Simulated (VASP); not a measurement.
Level of theory: PBE GGA, VASP's PBE PAW potentials (set 64) (plane waves; VASP 6.6.1).

VASP input:

File KPOINTS:
```
Automatic mesh
0
Gamma
10 10 10
0 0 0
```

INCAR:
```
! general
SYSTEM   =  AuAl2
PREC     =  Accurate
ENCUT    =  400   ! plane-wave cut-off (eV)
LREAL    =  .FALSE.
LASPH    =  .TRUE.   ! aspherical one-centre terms

! electronic loop
EDIFF    =  1E-7   ! SCF stop (eV)
NELM     =  100   ! most electronic steps
ALGO     =  Normal   ! blocked Davidson
LMAXMIX  =  6   ! l cut-off of mixed one-centre charges

! smearing
ISMEAR   =  -5

! functional
GGA      =  PE

! ions
ISIF     =  2

! output
LWAVE    =  .FALSE.
LCHARG   =  .TRUE.
LORBIT   =  11   ! lm-projected
NEDOS    =  601   ! DOS grid

! other
LEFG     =  .TRUE.
```

POSCAR:
```
AuAl2
1
    0.0000000000     3.0279176444     3.0279176444
    3.0279176444     0.0000000000     3.0279176444
    3.0279176444     3.0279176444     0.0000000000
Al Au
2 1
Direct
  0.2500000000   0.2500000000   0.2500000000
  0.7500000000   0.7500000000   0.7500000000
  0.0000000000   0.0000000000   0.0000000000
```

POTCAR, in this order: Al Au (PBE.64 set). Program: vasp_std.

What VASP printed:

File OSZICAR:
```
       N       E                     dE             d eps       ncg     rms          rms(c)
DAV:   1     0.471780885196E+02    0.47178E+02   -0.60104E+03  1208   0.930E+02
DAV:   2    -0.117314017993E+02   -0.58909E+02   -0.54522E+02  1300   0.179E+02
DAV:   3    -0.132435388786E+02   -0.15121E+01   -0.14972E+01  1380   0.281E+01
DAV:   4    -0.132553871536E+02   -0.11848E-01   -0.11791E-01  1344   0.295E+00
DAV:   5    -0.132555676360E+02   -0.18048E-03   -0.17980E-03  1396   0.382E-01    0.880E+00
DAV:   6    -0.121213096361E+02    0.11343E+01   -0.63790E+00  1244   0.282E+01    0.406E+00
DAV:   7    -0.120486575994E+02    0.72652E-01   -0.29417E-01  1228   0.632E+00    0.184E+00
DAV:   8    -0.120216731924E+02    0.26984E-01   -0.27523E-02  1300   0.128E+00    0.406E-01
DAV:   9    -0.120206168820E+02    0.10563E-02   -0.39073E-03  1352   0.747E-01    0.187E-01
DAV:  10    -0.120207649583E+02   -0.14808E-03   -0.25552E-04  1220   0.128E-01    0.353E-02
DAV:  11    -0.120207596644E+02    0.52939E-05   -0.79149E-06  1412   0.244E-02    0.135E-02
DAV:  12    -0.120207610390E+02   -0.13746E-05   -0.46813E-06  1184   0.148E-02    0.326E-03
DAV:  13    -0.120207608696E+02    0.16946E-06   -0.18025E-07  1048   0.443E-03    0.897E-04
DAV:  14    -0.120207609687E+02   -0.99119E-07   -0.24870E-08   764   0.148E-03
   1 F= -.12020761E+02 E0= -.12020761E+02  d E =0.000000E+00
```

File OUTCAR:
```
------------------------ aborting loop because EDIFF is reached ----------------------------------------
  FORCE on cell =-STRESS in cart. coord.  units (eV):
  Direction    XX          YY          ZZ          XY          YZ          ZX
  --------------------------------------------------------------------------------------
  Total       -0.0165171     -0.0165171     -0.0165171     -0.0000000      0.0000000      0.0000000
  in kB       -0.4766305     -0.4766305     -0.4766305     -0.0000000      0.0000000      0.0000000
  external PRESSURE =      -0.4766305 kB  Pullay stress =       0.0000000 kB
  volume of cell :       55.52
      direct lattice vectors                 reciprocal lattice vectors
     0.000000000  3.027917644  3.027917644    -0.165129987  0.165129987  0.165129987
     3.027917644  0.000000000  3.027917644     0.165129987 -0.165129987  0.165129987
     3.027917644  3.027917644  0.000000000     0.165129987  0.165129987 -0.165129987
 POSITION                                       TOTAL-FORCE (eV/Angst)
 -----------------------------------------------------------------------------------
      1.51396      1.51396      1.51396         0.000000      0.000000      0.000000
      4.54188      4.54188      4.54188        -0.000000     -0.000000     -0.000000
      0.00000      0.00000      0.00000        -0.000000     -0.000000     -0.000000
 -----------------------------------------------------------------------------------
    total drift:                               -0.000000     -0.000000      0.000000
  FREE ENERGIE OF THE ION-ELECTRON SYSTEM (eV)
  ---------------------------------------------------
  free  energy   TOTEN  =       -12.0207609687 eV

  energy  without entropy=      -12.0207609687  energy(sigma->0) =      -12.02076097

 total charge

# of ion       s       p       d       tot
------------------------------------------
    1        0.395   0.347   0.000   0.742
    2        0.395   0.347   0.000   0.742
    3        0.746   0.669   8.542   9.957
--------------------------------------------------
tot          1.535   1.362   8.542  11.440

 Electric field gradients after diagonalization (V/A^2)
 (convention: |V_zz| > |V_xx| > |V_yy|)
----------------------------------------------------------------------
 ion       V_xx      V_yy      V_zz     asymmetry (V_yy - V_xx)/ V_zz
----------------------------------------------------------------------
   1      -0.000    -0.000     0.000       0.000
   2      -0.000    -0.000     0.000       0.000
   3       0.001     0.001    -0.002       0.000
```
(Selected blocks of OUTCAR.)

**OUTCAR**
```
 val. band max:        7.5544855065   @ k =   0.4000   0.1000   0.0000

 cond. band min:       7.5304134630   @ k =   0.5000   0.1000   0.0000


 Fermi energy:         7.4535302395

 k-point     1 :       0.0000    0.0000    0.0000
  band No.  band energies     occupation
      1      -2.8717      2.00000
      2       1.0298      2.00000
      3       1.0298      2.00000
      4       1.0298      2.00000
      5       1.9574      2.00000
      6       1.9574      2.00000
      7       9.5214      0.00000
      8      10.4302      0.00000
      9      10.4302      0.00000
     10      10.4302      0.00000
     11      11.2641      0.00000
     12      11.2641      0.00000

 k-point     2 :       0.1000    0.0000    0.0000
  band No.  band energies     occupation
      1      -2.7433      2.00000
      2       0.9863      2.00000
      3       1.0617      2.00000
      4       1.0617      2.00000
      5       1.9507      2.00000
      6       1.9507      2.00000
      7       8.5286     -0.12603
      8       9.7702      0.00000
      9       9.9008      0.00000
     10       9.9008      0.00000
     11      11.8225      0.00000
     12      11.8225      0.00000

 k-point     3 :       0.2000    0.0000    0.0000
  band No.  band energies     occupation
      1      -2.3686      2.00000
      2       0.8853      2.00000
      3       1.1394      2.00000
      4       1.1394      2.00000
      5       1.9461      2.00000
      6       1.9461      2.00000
      7       6.4644      2.09361
      8       9.1626     -0.00375
      9       9.1626      0.00000
     10       9.9740      0.00000
     11      11.9373      0.00000
     12      11.9373      0.00000

 k-point     4 :       0.3000    0.0000    0.0000
  band No.  band energies     occupation
      1      -1.7923      2.00000
      2       0.8057      2.00000
      3       1.2164      2.00000
      4       1.2164      2.00000
      5       1.9752      2.00000
      6       1.9752      2.00000
...
```

For a metal the tetrahedron method with Blöchl corrections gives inexact stress and forces. Unless said otherwise, spin-orbit coupling is left out, though it shifts the bands of the heavy elements here.

The compound is AuAl2 in the fluorite structure. It was relaxed first. The electron count is odd and the run is not spin-polarised, which forces a metal.
